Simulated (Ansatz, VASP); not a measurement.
SrMgB5: VASP beside Ansatz

```
CELL_PARAMETERS angstrom
3.67577 0.00000 0.00000
0.00000 3.67577 0.00000
0.00000 0.00000 5.99101
ATOMIC_POSITIONS crystal
Sr 0.00000 0.00000 0.00000
Mg 0.00000 0.00000 0.50000
B 0.00000 0.50000 0.30510
B 0.50000 0.00000 0.30510
B 0.00000 0.50000 0.69490
B 0.50000 0.00000 0.69490
B 0.50000 0.50000 0.00000
```

Change from the starting cell: species swapped into the HoIn5Co type (P4/mmm, No. 123).

Alike in both runs: task single point; functional PBE; k mesh 6 × 6 × 4; occupations gaussian, width 0.1 eV; no spin polarisation.

|  | VASP | Ansatz |
| --- | --- | --- |
| version | VASP 6.6.1 | Ansatz 0.2.0 |
| potentials or method | VASP PAW PBE potentials, release 64 (Sr_sv, Mg, B) | scalar-relativistic, plane waves, PAW |
| plane-wave cutoff (eV) | 520 | 420 |
| valence electrons in the cell | 27 | 35 |

```csv
,VASP,Ansatz,Ansatz less VASP
gap on the k mesh at the Fermi level (eV),none,none,-
pressure (GPa),15.7,15.3,-0.40
largest component of the traceless stress (GPa),4.59,4.56,-0.037
rms of the force components (eV/Å),0.035,0.032,-0.0035
```

Atom by atom the forces differ by 0.004 eV/Å (rms over components). A gap of «none» marks a metal or a gap that the smearing closes. The two sets of potentials don't hold the same shells in valence.

Caveats: so large a pressure means that the cell lies far from this level's equilibrium, or that cutoff or potentials fall short (VASP).
